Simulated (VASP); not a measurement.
# Y3Ge (I4/mmm) in VASP: notebook

The runs below take Y3Ge through relaxation of the atoms, with PBE.

Program: VASP 6.6.1. These are calculated values, not measurements. Logs are shortened: lines on timing, memory, paths and dates and some standing lists are left out, and cuts for length are marked.

**1. The undisturbed crystal**

The structure is tetragonal, space group I4/mmm (No. 139). The conventional cell has a = 4.531 Å, b = 4.531 Å, c = 10.394 Å, α = 90.00°, β = 90.00°, γ = 90.00°. Y (site symmetry 4/mmm) has 4 Ge at 3.20 Å and 8 Y at 3.45 Å as nearest neighbours. Y (site symmetry -4m2) is surrounded by 8 Y at 3.20 to 3.45 Å and 4 Ge at 3.45 Å. Around Ge (site symmetry 4/mmm) lie 12 Y at 3.20 to 3.45 Å.

The cell comes from a database or a generator and needn't be the stable form of this composition.

**2. Relaxation of the atoms, PBE, 26.66 Å³/atom (strain = -0.04)**

File INCAR:

```
PREC = Accurate ; ENCUT = 520
EDIFF = 1E-7 ; ISMEAR = -1
SIGMA = 0.05 ; LREAL = F
LASPH = T ; NELM = 80
ALGO = Normal ; ISIF = 2
LWAVE = F ; LCHARG = F
GGA = PE ; IBRION = 2
NSW = 60 ; EDIFFG = -0.01
```

File KPOINTS:

```
Automatic mesh
0
Gamma
  6 6 6
```

File POSCAR:

```
Y3Ge
1.0
   -2.3107018800      2.3107018800      5.1970200000
    2.3107018800     -2.3107018800      5.1970200000
    2.2200861200      2.2200861200     -5.1970200000
Y Ge
3 1
Direct
    0.5000000000      0.5000000000      0.0000000000
    0.2500000000      0.7500000000      0.5000000000
    0.7500000000      0.2500000000      0.5000000000
    0.0000000000      0.0000000000      0.0000000000
```

Potentials or basis: VASP PAW PBE potentials, release 64 (Y_sv, Ge_d).

Started as:

```
$ cat potpaw_PBE.64/Y_sv/POTCAR potpaw_PBE.64/Ge_d/POTCAR > POTCAR
$ mpirun -np 1 vasp_std > vasp.out
```

OUTCAR:

```text
PREC = Accurate
   ENCUT = 520
   EDIFF = 1E-7
   ISMEAR = -1
   LREAL = F
   LASPH = T
   NELM = 80
   ISIF = 2
   GGA = PE
   IBRION = 2
   NSW = 60
   EDIFFG = -0.01

 ion  position               nearest neighbor table
   1  0.500  0.500  0.000-   4 3.14   4 3.14   4 3.27   4 3.27   3 3.45   2 3.45   3 3.45   3 3.45
                             2 3.45   2 3.45   3 3.45   2 3.45
   2  0.250  0.750  0.500-   3 3.14   3 3.14   3 3.27   3 3.27   4 3.45   1 3.45   4 3.45   1 3.45
                             4 3.45   4 3.45   1 3.45   1 3.45
   3  0.750  0.250  0.500-   2 3.14   2 3.14   2 3.27   2 3.27   4 3.45   1 3.45   4 3.45   4 3.45
                             1 3.45   1 3.45   4 3.45   1 3.45
   4  0.000  0.000  0.000-   1 3.14   1 3.14   1 3.27   1 3.27   3 3.45   2 3.45   3 3.45   2 3.45
                             3 3.45   3 3.45   2 3.45   2 3.45

  LATTYP: Found a face centered orthorhombic cell.
 ALAT       =     6.2793518011
 B/A-ratio  =     1.0408163265
 C/A-ratio  =     1.6552727621

  Lattice vectors:

 A1 = (   2.3107018800,  -2.3107018800,  -5.1970200000)
 A2 = (   2.2200861200,   2.2200861200,  -5.1970200000)
 A3 = (   4.5307880000,  -0.0906157600,   0.0000000000)

Analysis of symmetry for initial positions (statically):
=====================================================================
 Subroutine PRICEL returns:
 Original cell was already a primitive cell.

 Routine SETGRP: Setting up the symmetry group for a
 face centered orthorhombic supercell.

 Subroutine GETGRP returns: Found  8 space group operations
 (whereof  8 operations were pure point group operations)
 out of a pool of  8 trial point group operations.

The static configuration has the point symmetry D_2h.

Analysis of symmetry for dynamics (positions and initial velocities):
=====================================================================
 Subroutine PRICEL returns:
 Original cell was already a primitive cell.

 Routine SETGRP: Setting up the symmetry group for a
 face centered orthorhombic supercell.

 Subroutine GETGRP returns: Found  8 space group operations
 (whereof  8 operations were pure point group operations)
 out of a pool of  8 trial point group operations.

The dynamic configuration has the point symmetry D_2h.

 Subroutine INISYM returns: Found  8 space group operations
 (whereof  8 operations are pure point group operations),
 and found     1 'primitive' translations

----------------------------------------------------------------------------------------

                                     Primitive cell

  volume of cell :     106.6420

  direct lattice vectors                    reciprocal lattice vectors
    -2.310701880  2.310701880  5.197020000     0.004416010  0.220800479  0.096208981
     2.310701880 -2.310701880  5.197020000     0.220800479  0.004416010  0.096208981
     2.220086120  2.220086120 -5.197020000     0.225216488  0.225216488  0.000000000

  length of vectors
     6.139031132  6.139031132  6.071785704     0.240891097  0.240891097  0.318504212

  position of ions in fractional coordinates (direct lattice)
     0.500000000  0.500000000  0.000000000
     0.250000000  0.750000000  0.500000000
     0.750000000  0.250000000  0.500000000
     0.000000000  0.000000000  0.000000000

  ion indices of the primitive-cell ions
   primitive index   ion index
                 1           1
                 2           2
                 3           3
                 4           4

----------------------------------------------------------------------------------------

 KPOINTS: Automatic mesh

Automatic generation of k-mesh.
 Grid dimensions read from file:
 generate k-points for:    6    6    6

 Generating k-lattice:

  Cartesian coordinates                     Fractional coordinates (reciprocal lattice)
     0.000736002  0.036800080  0.016034830     0.166666667  0.000000000  0.000000000
     0.036800080  0.000736002  0.016034830     0.000000000  0.166666667  0.000000000
     0.037536081  0.037536081  0.000000000     0.000000000  0.000000000  0.166666667

  Length of vectors
     0.040148516  0.040148516  0.053084035

  Shift w.r.t. Gamma in fractional coordinates (k-lattice)
     0.000000000  0.000000000  0.000000000

 Subroutine IBZKPT returns following result:
 ===========================================

 Found     46 irreducible k-points:

 Following reciprocal coordinates:
            Coordinates               Weight
  0.000000  0.000000  0.000000      1.000000
  0.166667  0.000000  0.000000      8.000000
  0.333333 -0.000000  0.000000      8.000000
  0.500000  0.000000  0.000000      4.000000
  0.166667  0.166667  0.000000      4.000000
  0.333333  0.166667  0.000000      8.000000
[... 16 lines left out ...]
  0.333333  0.333333  0.166667      2.000000
 -0.333333  0.333333  0.166667      4.000000
 [... further k-points ...]
   k-points           NKPTS =     46   k-points in BZ     NKDIM =     46   number of bands    NBANDS=     28
   number of dos      NEDOS =    301   number of ions     NIONS =      4
   total plane-waves  NPLWV = 110592
   dimension x,y,z NGX =    48 NGY =   48 NGZ =   48
   dimension x,y,z NGXF=    96 NGYF=   96 NGZF=   96
   ions per type =               3   1
   NGX,Y,Z   is equivalent  to a cutoff of  13.00, 13.00, 13.14 a.u.
   NGXF,Y,Z  is equivalent  to a cutoff of  26.00, 26.00, 26.28 a.u.
 SYSTEM =  unknown system
   PREC   = accura    normal or accurate (medium, high low for compatibility)
   ISTART =      0    job   : 0-new  1-cont  2-samecut
   ICHARG =      2    charge: 1-file 2-atom 10-const
   ISPIN  =      1    spin polarized calculation?
   LNONCOLLINEAR =      F non collinear calculations
   LSORBIT =      F    spin-orbit coupling
   LASPH  =      T    aspherical Exc in radial PAW
   ENCUT  =  520.0 eV  38.22 Ry    6.18 a.u.  11.41 11.41 11.29*2*pi/ulx,y,z
   NELM   =     80;   NELMIN=  2; NELMDL= -5     # of ELM steps
   EDIFF  = 0.1E-06   stopping-criterion for ELM
   LREAL  =      F    real-space projection
   EDIFFG = -.1E-01   stopping-criterion for IOM
   NSW    =     60    number of steps for IOM
   IBRION =      2    ionic relax: 0-MD 1-quasi-New 2-CG
   NFREE  =      1    steps in history (QN), initial steepest desc. (CG)
   ISIF   =      2    stress and relaxation
   ISYM   =      2    0-nonsym 1-usesym 2-fastsym
   POTIM  = 0.5000    time-step for ionic-motion
   TEBEG  =    0.0;   TEEND  =   0.0 temperature during run
   PSTRESS=    0.0 pullay stress
   NELECT =      47.0000    total number of electrons
   NUPDOWN=      -1.0000    fix difference up-down
   EMIN   =  10.00;   EMAX   =-10.00  energy-range for DOS
   EFERMI =   0.00;   METHOD = LEGACY
   ISMEAR =    -1;   SIGMA  =   0.05  broadening in eV -4-tet -1-fermi 0-gaus
   EFERMI_NEDOS =   21; number of points for ismear=-14 and -15
   IALGO  =     38    algorithm
   IMIX   =      4    mixing-type and parameters
     AMIX     =   0.40;   BMIX     =  1.00
     AMIX_MAG =   1.60;   BMIX_MAG =  1.00
  volume/ion in A,a.u.               =      26.66       179.91
  Fermi-wavevector in a.u.,A,eV,Ry     =   1.245847  2.354310 21.118079  1.552135
  Thomas-Fermi vector in A             =   2.380051
   LORBIT       =      0    0 simple, 1 ext, 2 COOP (PROOUT), +10 PAW based schemes
   GGA     = PE    functional components
   LHFCALC =     F    Hartree Fock is set to
   AEXX    =    0.0000 exact exchange contribution
   IVDW    =     0    specifies the selected vdW correction
   LEPSILON=     F    determine dielectric tensor
   LRPA    =     F    only Hartree local field effects (RPA)
 conjugate gradient relaxation of ions
 non-spin polarized calculation
  energy-cutoff  :      520.00
  volume of cell :      106.64
 maximum number of plane-waves:      2894
 NGX is ok and might be reduce to    48
   NGX = 23   NGY = 23   NGZ = 23

 number of electron      47.0000001 magnetization

 Free energy of the ion-electron system (eV)
  ---------------------------------------------------
  ext. energy  EPLUGINS =         0.00000000
  ---------------------------------------------------
  free energy    TOTEN  =       -24.98566400 eV

  energy without entropy =      -24.94834497  energy(sigma->0) =      -24.96700448

 E-fermi :   4.1423     XC(G=0): -10.1153

 val. band max:        4.1420243674   @ k =   0.1667   0.1667   0.0000
 cond. band min:       4.1567452209   @ k =   0.5000   0.3333   0.0000
 fundamental gap:      0.0147208535
 Fermi energy:         4.1422585455

 k-point     1 :       0.0000    0.0000    0.0000
  band No.  band energies     occupation
      1     -38.5109      2.00000
      2     -38.4040      2.00000
      3     -38.3093      2.00000
      4     -19.8509      2.00000
      5     -19.8493      2.00000
      6     -19.8382      2.00000
[... 20 lines left out ...]
     27       5.3940      0.00000
     28       5.4139      0.00000

 k-point     2 :       0.1667    0.0000    0.0000
  band No.  band energies     occupation
      1     -38.4988      2.00000
      2     -38.4047      2.00000
      3     -38.3204      2.00000
      4     -19.8516      2.00000
      5     -19.8492      2.00000
      6     -19.8382      2.00000
[... 20 lines left out ...]
     27       5.2975      0.00000
     28       5.6681      0.00000

 k-point     3 :       0.3333   -0.0000    0.0000
  band No.  band energies     occupation
      1     -38.4689      2.00000
      2     -38.4040      2.00000
      3     -38.3505      2.00000
      4     -19.8531      2.00000
      5     -19.8490      2.00000
      6     -19.8382      2.00000
[... 20 lines left out ...]
     27       5.4269      0.00000
     28       6.0783      0.00000

 k-point     4 :       0.5000    0.0000    0.0000
  band No.  band energies     occupation
      1     -38.4488      2.00000
      2     -38.3929      2.00000
      3     -38.3815      2.00000
      4     -19.8538      2.00000
      5     -19.8489      2.00000
      6     -19.8383      2.00000
[... 578 lines left out ...]
     27       5.0677      0.00000
     28       6.1516      0.00000

 k-point    23 :       0.3333    0.3333    0.1667
  band No.  band energies     occupation
      1     -38.4366      2.00000
      2     -38.4100      2.00000
      3     -38.3731      2.00000
      4     -19.8516      2.00000
      5     -19.8497      2.00000
      6     -19.8373      2.00000
[... 20 lines left out ...]
     27       5.4369      0.00000
     28       6.4416      0.00000

 k-point    24 :      -0.3333    0.3333    0.1667
  band No.  band energies     occupation
      1     -38.4476      2.00000
      2     -38.3914      2.00000
      3     -38.3833      2.00000
      4     -19.8533      2.00000
      5     -19.8497      2.00000
      6     -19.8373      2.00000
[... 20 lines left out ...]
     27       5.8682      0.00000
     28       5.8992      0.00000

 [... further k-points ...]
[... 5 lines left out ...]
  --------------------------------------------------------------------------------------
  -------------------------------------------------------------------------------------
  Total       -0.0567969     -0.0567969     -0.1731429      1.2954980      0.0000000      0.0000000
  in kB       -0.8533110     -0.8533110     -2.6012808     19.4634229      0.0000000      0.0000000
  external PRESSURE =      -1.4359676 kB  Pullay stress =       0.0000000 kB

 VOLUME and BASIS-vectors are now :
 -----------------------------------------------------------------------------
  energy-cutoff  :      520.00
  volume of cell :      106.64
      direct lattice vectors                 reciprocal lattice vectors
    -2.310701880  2.310701880  5.197020000     0.004416010  0.220800479  0.096208981
     2.310701880 -2.310701880  5.197020000     0.220800479  0.004416010  0.096208981
     2.220086120  2.220086120 -5.197020000     0.225216488  0.225216488  0.000000000

 POSITION                                       TOTAL-FORCE (eV/Angst)
 -----------------------------------------------------------------------------------
      0.00000      0.00000      5.19702        -0.000000     -0.000000      0.000000
      2.26539     -0.04531      2.59851        -0.000000      0.000000     -0.000000
     -0.04531      2.26539      2.59851         0.000000     -0.000000     -0.000000
      0.00000      0.00000      0.00000        -0.000000     -0.000000      0.000000
 -----------------------------------------------------------------------------------
    total drift:                                0.000000     -0.000000      0.000000

  FREE ENERGIE OF THE ION-ELECTRON SYSTEM (eV)
  ---------------------------------------------------
  free  energy   TOTEN  =       -24.9856640007 eV

  energy  without entropy=      -24.9483449672  energy(sigma->0) =      -24.96700448

 reached required accuracy - stopping structural energy minimisation
```

Run time: 2.7 min. Hardware: 1 thread of Intel Xeon Platinum 8488C (Sapphire Rapids), shared host; peak memory 0.41 GiB.

Results:

| Property | Result |
| --- | --- |
| Free energy | -24.9857 eV |
| Pressure after relaxing | -0.1 GPa |
| Band gap on the k mesh | none (metal or under the smearing width) |

Caveat: the relaxation stopped at its first step, so nothing moved.

**3. Relaxation of the atoms, PBE, 26.67 Å³/atom (strain = -0.02)**

INCAR is that of step 2.

KPOINTS is that of step 2.

File POSCAR:

```
Y3Ge
1.0
   -2.2880479400      2.2880479400      5.1970200000
    2.2880479400     -2.2880479400      5.1970200000
    2.2427400600      2.2427400600     -5.1970200000
Y Ge
3 1
Direct
    0.5000000000      0.5000000000      0.0000000000
    0.2500000000      0.7500000000      0.5000000000
    0.7500000000      0.2500000000      0.5000000000
    0.0000000000      0.0000000000      0.0000000000
```

Potentials or basis: VASP PAW PBE potentials, release 64 (Y_sv, Ge_d).

Started as:

```
$ cat potpaw_PBE.64/Y_sv/POTCAR potpaw_PBE.64/Ge_d/POTCAR > POTCAR
$ mpirun -np 1 vasp_std > vasp.out
```

It took 2.2 min on 1 thread of Intel Xeon Platinum 8488C (Sapphire Rapids), shared host; peak memory 0.41 GiB.

Results (log left out):

* Free energy: -25.0051 eV
* Pressure after relaxing: -0.2 GPa
* Band gap on the k mesh: none (metal or under the smearing width)

Caveat: the relaxation stopped at its first step, so nothing moved.
